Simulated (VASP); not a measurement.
A convergence study with VASP on WS2 (2H layered): one setting is varied, all else stays as given below, so the limit is that of these other settings.

```
CELL_PARAMETERS angstrom
      1.57500    -2.72798     0.00000
      1.57500     2.72798     0.00000
      0.00000     0.00000    12.32000
ATOMIC_POSITIONS crystal
  W  0.33333 0.66667 0.25000
  W  0.66667 0.33333 0.75000
  S  0.33333 0.66667 0.87800
  S  0.66667 0.33333 0.37800
  S  0.66667 0.33333 0.12200
  S  0.33333 0.66667 0.62200
```

All values below come from PBEsol GGA, VASP's PBE PAW potentials (set 64) (plane waves; VASP). The tightest run used: 550 eV cut-off, 17×17×4 Γ-centred mesh, Gaussian smearing of 0.050 eV, potentials W_sv S.

The settings run are 1×1×1 mesh; 2×2×1 mesh; 3×3×1 mesh; 4×4×1 mesh; 5×5×1 mesh; 6×6×1 mesh; 8×8×2 mesh; 9×9×2 mesh; 10×10×2 mesh; 11×11×2 mesh; 12×12×3 mesh; 13×13×3 mesh; 14×14×3 mesh; 15×15×3 mesh; 16×16×4 mesh; 17×17×4 mesh. From which on does the stress (every component) stay within 0.1 GPa of the tightest run?

From 8×8×2 mesh on: it is off by 0.01 there and by no more than 0.1 in any finer run, while 6×6×1 mesh is off by 0.48.
```tsv
setting	E (eV/atom)	pressure (GPa)	largest force (eV/Å)	irreducible k-points	difference judged (GPa)
1×1×1 mesh	-5.2890	21.97	4.188	1	36.64
2×2×1 mesh	-8.0749	2.04	0.096	2	5.92
3×3×1 mesh	-8.3974	-0.63	0.504	3	0.93
4×4×1 mesh	-8.4353	-1.26	0.330	4	0.29
5×5×1 mesh	-8.4178	-0.87	0.258	5	0.42
6×6×1 mesh	-8.4172	-0.86	0.253	7	0.48
8×8×2 mesh	-8.4235	-1.02	0.230	20	0.01
9×9×2 mesh	-8.4235	-1.02	0.229	24	0.01
10×10×2 mesh	-8.4236	-1.03	0.230	28	0.00
11×11×2 mesh	-8.4235	-1.03	0.230	32	0.00
12×12×3 mesh	-8.4236	-1.03	0.230	38	0.00
13×13×3 mesh	-8.4236	-1.03	0.230	42	0.00
14×14×3 mesh	-8.4236	-1.03	0.230	48	0.00
15×15×3 mesh	-8.4236	-1.03	0.230	54	0.00
16×16×4 mesh	-8.4236	-1.03	0.230	90	0.00
17×17×4 mesh	-8.4236	-1.03	0.230	99	0.00
```

Left out are rungs that failed or repeat a setting and relaxations that didn't move; long series are thinned to 24 rows.

The compound is WS2 in the 2H layered structure. The cell was not relaxed at this level, forces remain on its atoms.
